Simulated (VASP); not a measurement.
A run of VASP 6.6.1 is set up as follows.

INCAR

```
SYSTEM = CdS
ALGO = Normal ; EDIFF = 1E-7
EDIFFG = -0.02 ; ENCUT = 600
GGA = PE ; IBRION = 2
ISIF = 3 ; ISMEAR = 0
IVDW = 12 ; LASPH = .TRUE.
LCHARG = .FALSE. ; LREAL = .FALSE.
LWAVE = .FALSE. ; NELM = 100
NSW = 70 ; PREC = Accurate
SIGMA = 0.02
```

Contents of KPOINTS:

```
k-points
0
G
  8 8 8
  0 0 0
```

Contents of POSCAR:

```
CdS
1.0
    0.0000000000      2.9165000000      2.9165000000
    2.9165000000      0.0000000000      2.9165000000
    2.9165000000      2.9165000000      0.0000000000
Cd S
1 1
Direct
    0.0000000000      0.0000000000      0.0000000000
    0.2500000000      0.2500000000      0.2500000000
```

Potentials or basis: VASP PAW PBE potentials, release 64 (Cd, S).

Run with:

```console
$ cat potpaw_PBE.64/Cd/POTCAR potpaw_PBE.64/S/POTCAR > POTCAR
$ mpirun -np 1 vasp_std > vasp.out
```

Task: Predict the relaxed volume.

Result: 25.19 Å³/atom.

Task: What does it give for the band gap on the k mesh?

Result: 1.12 eV, direct.

Final structure:
```
CELL_PARAMETERS angstrom
0.00000 2.93146 2.93146
2.93146 0.00000 2.93146
2.93146 2.93146 0.00000
ATOMIC_POSITIONS crystal
Cd 0.00000 0.00000 0.00000
S 0.25000 0.25000 0.25000
```

Expect the measured gap to be larger: semilocal functionals such as PBE lack the derivative discontinuity. Zero-point motion and thermal expansion aren't in these numbers.
